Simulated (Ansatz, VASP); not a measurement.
Given: the input of a run of VASP 6.6.1 on CaCuH2.

The input INCAR:

```
SYSTEM = CaCuH2
  PREC = Accurate
  ENCUT = 600
  EDIFF = 1E-6
  ISMEAR = -1
  SIGMA = 0.05
  LREAL = .FALSE.
  LASPH = .TRUE.
  NELM = 100
  ALGO = Fast
  ISIF = 3
  LWAVE = .FALSE.
  LCHARG = .FALSE.
  GGA = PE
  IVDW = 13
  IBRION = 2
  NSW = 60
  EDIFFG = -0.005
```

The input KPOINTS:

```
Automatic mesh
0
G
  6 6 6
  0 0 0
```

The input POSCAR:

```
CaCuH2
1.0
    1.9452400000      1.1230900000      4.3573800000
   -1.9452400000      1.1230900000      4.3573800000
    0.0000000000     -2.2461700000      4.3573800000
Ca Cu H
1 1 2
Direct
    0.5000000000      0.5000000000      0.5000000000
    0.0000000000      0.0000000000      0.0000000000
    0.8818100000      0.8818100000      0.8818100000
    0.1181900000      0.1181900000      0.1181900000
```

Potentials or basis: VASP PAW PBE potentials, release 64 (Ca_sv, Cu, H).

Run with:

```bash
$ cat potpaw_PBE.64/Ca_sv/POTCAR potpaw_PBE.64/Cu/POTCAR potpaw_PBE.64/H/POTCAR > POTCAR
$ mpirun -np 1 vasp_std > vasp.out
```

Translate it to Ansatz 0.2.0. Potentials there: Ansatz PAW.

As run (the cutoff follows the program's own potentials):

input.yaml

```yaml
crystal:
  lattice:
    - [1.94524, 1.12309, 4.35738]
    - [-1.94524, 1.12309, 4.35738]
    - [0.0, -2.24617, 4.35738]
  atoms:
    - { symbol: Ca, position: [0.5, 0.5, 0.5] }
    - { symbol: Cu, position: [0.0, 0.0, 0.0] }
    - { symbol: H, position: [0.88181, 0.88181, 0.88181] }
    - { symbol: H, position: [0.11819, 0.11819, 0.11819] }
hamiltonian:
  xc: pbe
  pseudopotentials: { kind: paw }
  dispersion: d4
kpoints:
  mp_grid: { grid: [6, 6, 6] }
scf:
  occupations: { method: fermi_dirac, width: 0.05 }
output:
  forces: true
  stress: true
  eigenvalues: true
relax:
  f_tol: 0.01
  max_steps: 40
  cell: { stress_tol: 0.05 }
```

Potentials or basis: Ansatz PAW.

Command:

```bash
$ ansatz run input.yaml --threads 2 --pin off --max-ram 5632MiB --backend cpu --events-out ev --progress --plain --runs-dir out
```

Both were run:

|  | VASP | Ansatz | Ansatz less VASP |
| --- | --- | --- | --- |
| gap on the k mesh at the Fermi level, each at its own relaxed structure (eV) | none | none | - |
| relaxed volume (Å³/atom) | 13.84 | 13.77 | -0.074 |
| relaxed cell length with the largest relative difference (Å) | 4.858 | 4.841 | -0.0165 |
| energy change over the relaxation (meV/atom) | -2 | -2 | -0.5 |

A gap of «none» marks a metal or a gap that the smearing closes. The two sets of potentials don't hold the same shells in valence.

Caveats: pairwise dispersion overbinds metals, which lowers pressure and volume; the plane-wave basis is chosen anew once the cell has moved, so the energies of steps on either side of that aren't comparable (Ansatz).
